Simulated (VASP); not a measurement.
VASP runs on ZrO₂ (fluorite) share one base input (PBE GGA, plane waves, VASP's PBE PAW potentials (set 64)) and change the settings named in each case.

**KPOINTS**
```
K-points
0
Gamma
7 7 7
```

POSCAR:
```
ZrO2
1.0
  0.0000000000   2.5450000000   2.5450000000
  2.5450000000   0.0000000000   2.5450000000
  2.5450000000   2.5450000000   0.0000000000
Zr O
1 2
Cart
  0.0000000000   0.0000000000   0.0000000000
  1.2725000000   1.2725000000   1.2725000000
  3.8175000000   3.8175000000   3.8175000000
```

**INCAR**
```
SYSTEM=ZrO2
NELM=100
ENCUT=520   # plane-wave cut-off (eV)
LREAL=.FALSE.
ISMEAR=0
LASPH=.TRUE.
EDIFF=1E-6   # SCF stop (eV)
ISIF=2
LWAVE=.FALSE.
PREC=Accurate
GGA=PE
LMAXMIX=4   # l cut-off of mixed one-centre charges
LCHARG=.FALSE.
SIGMA=0.05   # width (eV)
ALGO=Normal
```

POTCAR, in this order: Zr_sv O (PBE.64 set). Program: vasp_std.

| change | E(σ→0) (eV/atom) | pressure (GPa) | irreducible k-points |
|---|---|---|---|
| base run | -9.5202 | 4.01 | 20 |
| KPOINTS 2×2×2 Monkhorst-Pack mesh | -9.5440 | 3.46 | 2 |
| KPOINTS 5×5×5 Monkhorst-Pack mesh | -9.5202 | 4.01 | 10 |
| KPOINTS 7×7×7 Monkhorst-Pack mesh | -9.5202 | 4.01 | 20 |
| KPOINTS 9×9×9 Monkhorst-Pack mesh | -9.5202 | 4.01 | 35 |

Left out are runs that ran out of time, are held back, or changed the cell or the kind of run, fixed moments of cells without a moment, rows past the twelfth, gaps on odd meshes, pressures of charged cells and columns that move by less than the noise.

The compound is ZrO2 in the fluorite structure, the high-temperature cubic form, which is unstable at 0 K; the monoclinic form is the stable one. The cell was not relaxed at this level.
